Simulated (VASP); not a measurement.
An input for Ansatz (written as the equivalent of a VASP run, and not itself run):

Ansatz 0.2 input:
```yaml
crystal:
  lattice:
    - [4.1577482, 0.0000000, 0.0000000]
    - [0.0000000, 4.1577482, 0.0000000]
    - [0.0000000, 0.0000000, 4.1577482]
  atoms:
    - { symbol: Cu, position: [0.7500000, 0.2500000, 0.7500000] }
    - { symbol: Cu, position: [0.2500000, 0.7500000, 0.7500000] }
    - { symbol: Cu, position: [0.7500000, 0.7500000, 0.2500000] }
    - { symbol: Cu, position: [0.2500000, 0.2500000, 0.2500000] }
    - { symbol: O, position: [0.0000000, 0.0000000, 0.0000000] }
    - { symbol: O, position: [0.5000000, 0.5000000, 0.5000000] }
kpoints:
  mp_grid: { grid: [5, 5, 5] }
hamiltonian:
  xc: r2scan
  dispersion: rvv10
  pseudopotentials: { kind: paw }
scf:
  occupations: { method: gaussian, width: 0.05 }
  max_iter: 100
output: { forces: true, stress: true, eigenvalues: true }
```

Q: Write the VASP files for the same calculation (r2SCAN+rVV10).

A: This is not unique; one that fits is 
INCAR:
```
SYSTEM = Cu2O
PREC = Accurate; ENCUT = 520; LREAL = .FALSE.
LASPH = .TRUE.
EDIFF = 1E-7; NELM = 100; ALGO = Normal
LMAXMIX = 4; LMIXTAU = .TRUE.
ISMEAR = 0; SIGMA = 0.05
METAGGA = R2SCAN; LUSE_VDW = .TRUE.; BPARAM = 11.95
CPARAM = 0.0093
ISIF = 2
LWAVE = .FALSE.; LCHARG = .FALSE.
```

**KPOINTS**
```
Automatic mesh
0
Gamma
5 5 5
0 0 0
```

**POSCAR**
```
Cu2O
4.1577480
  1.0000000567   0.0000000000   0.0000000000
  0.0000000000   1.0000000567   0.0000000000
  0.0000000000   0.0000000000   1.0000000567
Cu O
4 2
Direct
  0.7500000000   0.2500000000   0.7500000000
  0.2500000000   0.7500000000   0.7500000000
  0.7500000000   0.7500000000   0.2500000000
  0.2500000000   0.2500000000   0.2500000000
  0.0000000000   0.0000000000   0.0000000000
  0.5000000000   0.5000000000   0.5000000000
```

POTCAR, in this order: Cu O (PBE.64 set). Program: vasp_std.

What does not carry over: each code has its own PAW files, so the cut-off isn't converted (ENCUT is set for VASP's; basis.ecutwfc is left out, and Ansatz then takes the one that its files recommend); Ansatz stops its SCF on the density residual and VASP on the energy change (EDIFF).

The compound is Cu2O in the cuprite structure. This cell is one point of a volume scan, at 0.94 of the reference volume.
